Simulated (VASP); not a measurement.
Output of a VASP run:

OSZICAR:
```
...
DAV:   7    -0.236788142960E+02    0.62812E+01   -0.65016E+01  3723   0.112E+02    0.691E+01
DAV:   8    -0.243096679034E+02   -0.63085E+00   -0.57717E+00  4683   0.113E+02    0.436E+01
DAV:   9    -0.323891639790E+02   -0.80795E+01   -0.22831E+01  4212   0.106E+02    0.703E+01
DAV:  10    -0.378244633528E+02   -0.54353E+01   -0.76400E+00  4847   0.453E+01    0.117E+02
DAV:  11    -0.290952494121E+02    0.87292E+01   -0.16656E+01  4111   0.743E+01    0.488E+01
DAV:  12    -0.238198685539E+02    0.52754E+01   -0.20453E+01  4356   0.841E+01    0.274E+01
DAV:  13    -0.238884587957E+02   -0.68590E-01   -0.14750E+00  5076   0.838E+00    0.362E+01
DAV:  14    -0.234540965423E+02    0.43436E+00   -0.99933E-01  3820   0.356E+01    0.428E+01
DAV:  15    -0.235435054377E+02   -0.89409E-01   -0.16825E-01  4660   0.102E+01    0.401E+01
DAV:  16    -0.239114250521E+02   -0.36792E+00   -0.95632E-01  2996   0.299E+01    0.324E+01
DAV:  17    -0.239796504807E+02   -0.68225E-01   -0.95650E-01  4007   0.275E+01    0.134E+01
DAV:  18    -0.240871647929E+02   -0.10751E+00   -0.71237E-01  3529   0.481E+01    0.125E+01
DAV:  19    -0.241550311998E+02   -0.67866E-01   -0.18630E-01  4388   0.353E+00    0.126E+01
DAV:  20    -0.241030061701E+02    0.52025E-01   -0.21089E-02  4834   0.238E+00    0.135E+01
DAV:  21    -0.240848661150E+02    0.18140E-01   -0.33600E-02  4500   0.247E+00    0.135E+01
DAV:  22    -0.241502595339E+02   -0.65393E-01   -0.48843E-02  3990   0.283E+00    0.111E+01
DAV:  23    -0.241478803721E+02    0.23792E-02   -0.28011E-01  4205   0.148E+01    0.703E+00
DAV:  24    -0.240835016708E+02    0.64379E-01   -0.88572E-02  3942   0.111E+01    0.475E+00
DAV:  25    -0.240705959576E+02    0.12906E-01   -0.35650E-02  5026   0.434E+00    0.562E+00
DAV:  26    -0.240745201651E+02   -0.39242E-02   -0.11733E-02  4967   0.135E+00    0.526E+00
DAV:  27    -0.240732655410E+02    0.12546E-02   -0.10216E-03  4952   0.274E-01    0.516E+00
DAV:  28    -0.240725293236E+02    0.73622E-03   -0.14624E-03  4404   0.836E-01    0.453E+00
DAV:  29    -0.240628565364E+02    0.96728E-02   -0.43190E-03  3609   0.245E+00    0.289E+00
DAV:  30    -0.240594965475E+02    0.33600E-02   -0.16709E-03  4614   0.124E+00    0.266E+00
DAV:  31    -0.240537595749E+02    0.57370E-02   -0.36619E-03  3245   0.303E+00    0.250E+00
DAV:  32    -0.240535390365E+02    0.22054E-03   -0.40400E-03  3920   0.846E-01    0.143E+00
DAV:  33    -0.240504008352E+02    0.31382E-02   -0.25092E-03  3502   0.218E+00    0.131E+00
DAV:  34    -0.240490682832E+02    0.13326E-02   -0.15467E-03  4103   0.175E+00    0.991E-01
DAV:  35    -0.240489722174E+02    0.96066E-04   -0.38972E-04  5064   0.272E-01    0.850E-01
DAV:  36    -0.240485762509E+02    0.39597E-03   -0.43423E-04  3534   0.630E-01    0.476E-01
DAV:  37    -0.240479040869E+02    0.67216E-03   -0.96016E-04  3178   0.140E+00    0.328E-01
DAV:  38    -0.240476805659E+02    0.22352E-03   -0.38572E-04  5101   0.836E-01    0.520E-01
DAV:  39    -0.240475463733E+02    0.13419E-03   -0.19073E-04  4818   0.516E-01    0.527E-01
DAV:  40    -0.240475670768E+02   -0.20703E-04   -0.93092E-05  4598   0.256E-01    0.533E-01
DAV:  41    -0.240476018474E+02   -0.34771E-04   -0.58947E-05  4407   0.119E-01    0.390E-01
DAV:  42    -0.240476007066E+02    0.11408E-05   -0.75770E-06  4033   0.529E-02    0.240E-01
DAV:  43    -0.240475993538E+02    0.13528E-05   -0.13732E-06  2294   0.379E-02    0.196E-01
DAV:  44    -0.240475963731E+02    0.29806E-05   -0.67889E-06  3507   0.738E-02    0.169E-01
DAV:  45    -0.240475954658E+02    0.90734E-06   -0.61640E-07  1915   0.312E-02
   1 F= -.24047595E+02 E0= -.24047475E+02  d E =-.240081E-03  mag=     6.9983
```

**OUTCAR**
```
------------------------ aborting loop because EDIFF is reached ----------------------------------------
  FORCE on cell =-STRESS in cart. coord.  units (eV):
  Direction    XX          YY          ZZ          XY          YZ          ZX
  --------------------------------------------------------------------------------------
  Total       -1.4836016     -1.4836016     -1.4836016     -0.0000000      0.0000000      0.0000000
  in kB      -76.9838884    -76.9838884    -76.9838884     -0.0000000      0.0000000      0.0000000
  external PRESSURE =     -76.9838884 kB  Pullay stress =       0.0000000 kB
  volume of cell :       30.88
      direct lattice vectors                 reciprocal lattice vectors
     0.000000000  2.490000000  2.490000000    -0.200803213  0.200803213  0.200803213
     2.490000000  0.000000000  2.490000000     0.200803213 -0.200803213  0.200803213
     2.490000000  2.490000000  0.000000000     0.200803213  0.200803213 -0.200803213
 POSITION                                       TOTAL-FORCE (eV/Angst)
 -----------------------------------------------------------------------------------
      0.00000      0.00000      0.00000        -0.000000      0.000000      0.000000
      2.49000      2.49000      2.49000         0.000000      0.000000     -0.000000
 -----------------------------------------------------------------------------------
    total drift:                                0.000000     -0.000000     -0.000000
  FREE ENERGIE OF THE ION-ELECTRON SYSTEM (eV)
  ---------------------------------------------------
  free  energy   TOTEN  =       -24.0475954658 eV

  energy  without entropy=      -24.0473553852  energy(sigma->0) =      -24.04747543

 total charge

# of ion       s       p       d       f       tot
--------------------------------------------------
    1        2.032   5.638   0.539   6.997  15.205
    2        1.258   2.320   0.000   0.000   3.578
--------------------------------------------------
tot          3.289   7.958   0.539   6.997  18.783

 magnetization (x)

# of ion       s       p       d       f       tot
--------------------------------------------------
    1       -0.004  -0.070   0.083   6.804   6.812
    2       -0.007  -0.075   0.000   0.000  -0.083
--------------------------------------------------
tot         -0.012  -0.145   0.083   6.804   6.730
```
(Selected blocks of OUTCAR.)

### POSCAR
```
GdN
1
    0.0000000000     2.4900000000     2.4900000000
    2.4900000000     0.0000000000     2.4900000000
    2.4900000000     2.4900000000     0.0000000000
Gd N
1 1
Direct
  0.0000000000   0.0000000000   0.0000000000
  0.5000000000   0.5000000000   0.5000000000
```

Write an INCAR and KPOINTS that could have produced this output.

Several could match; the one computed here: the input of the run itself, PBEsol GGA, plane waves, VASP's PBE PAW potentials (set 64).

INCAR:
```
SYSTEM = GdN
PREC = Accurate
ENCUT = 400
EDIFF = 1E-6
NELM = 100
ALGO = Normal
LREAL = .FALSE.
LASPH = .TRUE.
ISMEAR = -1
SIGMA = 0.02
GGA = PS
LMAXMIX = 6
LWAVE = .FALSE.
LCHARG = .FALSE.
ISIF = 2
ISPIN = 2
MAGMOM = 7.0 0.0
LORBIT = 11
```

KPOINTS:
```
Automatic
0
G
9 9 9
0 0 0
```

POTCAR, in this order: Gd N (PBE.64 set). Program: vasp_std.

At this cut-off the stress carries a Pulay error, which pulls relaxed volumes low. The moments were started parallel, and other spin orders were not tried in this run.

The structure is a typed GdN crystal. The cell was not relaxed at this level.
